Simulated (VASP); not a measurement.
A run of VASP 6.6.1 is set up as follows.

File POSCAR:

```
Sr2C
1.0
    0.0000000000      3.3601424502      3.3601424502
    3.3601424502      0.0000000000      3.3601424502
    3.3601424502      3.3601424502      0.0000000000
C Sr
1 2
Direct
    0.0000000000      0.0000000000      0.0000000000
    0.2500000000      0.2500000000      0.2500000000
    0.7500000000      0.7500000000      0.7500000000
```

Contents of INCAR.step1:

```
  PREC = Accurate
  ENCUT = 520
  EDIFF = 1E-5
  ISMEAR = -1
  SIGMA = 0.02
  LREAL = False
  LASPH = True
  NELM = 100
  ALGO = Normal
  ISIF = 2
  LWAVE = True
  LCHARG = False
  GGA = PE
  NBANDS = 19
```

Contents of INCAR.step2:

```
  PREC = Accurate
  ENCUT = 520
  EDIFF = 1E-6
  ISMEAR = -1
  SIGMA = 0.02
  LREAL = False
  LASPH = True
  NELM = 100
  ALGO = Normal
  ISIF = 2
  LWAVE = False
  LCHARG = False
  GGA = PE
  LHFCALC = True
  HFSCREEN = 0.2079
  PRECFOCK = Normal
  ISTART = 1
  NBANDS = 19
```

KPOINTS

```
Automatic mesh
0
Gamma
  4 4 4
```

Potentials or basis: VASP PAW PBE potentials, release 64 (C, Sr_sv).

The run is started by

```console
$ cat potpaw_PBE.64/C/POTCAR potpaw_PBE.64/Sr_sv/POTCAR > POTCAR
$ cp INCAR.step1 INCAR
$ mpirun -np 1 vasp_std > vasp.out
$ cp INCAR.step2 INCAR
$ mpirun -np 1 vasp_std > vasp.out
```

Task: What does it give for the pressure?

Result: 0.4 GPa.

Task: Estimate the band gap on the k mesh.

Result: 0.37 eV, indirect (least direct gap 0.39 eV).

Caveat: the PAW data sets were made with another functional, which shifts forces and pressure a little. A k mesh can miss the band edges.
